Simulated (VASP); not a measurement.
Given:

```
Tl
1.0
    1.73000    -2.99645     0.00000
    1.73000     2.99645     0.00000
    0.00000     0.00000     5.52000
Tl
2
Direct
  0.33333   0.66667   0.25000
  0.66667   0.33333   0.75000
```

The numbers are results of PBE GGA, VASP's PBE PAW potentials (set 64) (plane waves; VASP), not measurements. Run with 400 eV cut-off, 16×16×9 Γ-centred mesh, first-order Methfessel-Paxton smearing of 0.10 eV, potentials Tl_d.

Q: Give the stress tensor in GPa (positive for a compressed cell).

A: 
```
3.02  0.00  0.00
0.00  3.02  0.00
0.00  0.00  3.17
```
The pressure is its mean diagonal, 3.07 GPa.

The compound is Tl in the hcp structure. The cell was not relaxed at this level. The run is one of a series of settings (KPOINTS 16×16×9 Γ-centred mesh against the base run), some of them coarse on purpose.
